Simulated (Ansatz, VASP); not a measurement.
# Two plane-wave programs on Sr4SO3

```
Sr S O
1.0
     5.48553    0.00000    0.00000
     0.00000    5.48553    0.00000
     0.00000    0.00000    5.48553
Sr S O
4 1 3
Direct
  0.00000 0.50000 0.50000
  0.50000 0.00000 0.50000
  0.50000 0.50000 0.00000
  0.00000 0.00000 0.00000
  0.50000 0.50000 0.50000
  0.00000 0.00000 0.50000
  0.00000 0.50000 0.00000
  0.50000 0.00000 0.00000
```

The cell comes from a database or a generator and needn't be the stable form of this composition.

Alike in both runs: task single point; functional PBE; k mesh 5 × 5 × 5; occupations fermi-dirac, width 0.05 eV; no spin polarisation.

|  | VASP | Ansatz |
| --- | --- | --- |
| version | VASP 6.6.1 | Ansatz 0.2.0 |
| potentials or method | VASP PAW PBE potentials, release 64 (Sr_sv, S, O) | Ansatz PAW |
| plane-wave cutoff (eV) | 520 | 420 |
| valence electrons in the cell | 64 | 64 |

VASP gave:

* gap on the k mesh at the Fermi level (eV): 2.68
* least direct gap on the mesh (eV): 2.68
* pressure (GPa): 0.1

Question: What did Ansatz give for the same quantities?

Answer: gap on the k mesh at the Fermi level (eV): 2.71; least direct gap on the mesh (eV): 2.71; pressure (GPa): -0.2.

Caveats: an odd mesh through Γ misses points on the zone boundary, where band edges often lie (VASP); odd divisions of the mesh miss points on the zone boundary, where band edges often lie, so the gap on the mesh can be too wide (Ansatz). Expect the measured gap to be larger: semilocal functionals such as PBE lack the derivative discontinuity.
